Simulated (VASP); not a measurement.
```
HfO2
1.0
    0.00000     2.59080     2.59080
    2.59080     0.00000     2.59080
    2.59080     2.59080     0.00000
Hf O
1 2
Direct
  0.00000   0.00000   0.00000
  0.25000   0.25000   0.25000
  0.75000   0.75000   0.75000
```

The base run (VASP): PBE GGA, plane waves, VASP's PBE PAW potentials (set 64). Run with 520 eV cut-off, 7×7×7 Γ-centred mesh, Gaussian smearing of 0.050 eV, potentials Hf_pv O.

One setting is varied; ΔE counts from the most expensive setting. The base run took about 20 core-seconds. Times come from single runs on busy shared machines, so they are rough: good to a factor of about 2.

Pressures at a finite cut-off, here 520 eV, hold a Pulay part, which wasn't tested here.

| setting | cost over the base run | electronic steps | ΔE (meV/atom) | pressure (GPa) |
|---|---|---|---|---|
| KGAMMA = .TRUE., KSPACING = 0.8, KPOINTS file removed | within a factor of 2 | 13 | 3.3 | -14.07 |
| KGAMMA = .TRUE., KSPACING = 0.5, KPOINTS file removed | within a factor of 2 | 13 | 0.0 | -14.07 |
| base run | reference | 13 | 0.0 | -14.06 |
| KGAMMA = .FALSE., KSPACING = 0.4, KPOINTS file removed | within a factor of 2 | 13 | 0.0 | -14.06 |
| KGAMMA = .TRUE., KSPACING = 0.25, KPOINTS file removed | within a factor of 2 | 13 | 0.0 | -14.06 |
| KGAMMA = .TRUE., KSPACING = 0.2, KPOINTS file removed | about 2 times | 13 | 0.0 | -14.06 |

Left out are runs that failed, have no time on record or changed the cell.

The compound is HfO2 in the fluorite structure, the high-temperature cubic form, which is unstable at 0 K; the monoclinic form is the stable one. The cell was not relaxed at this level.
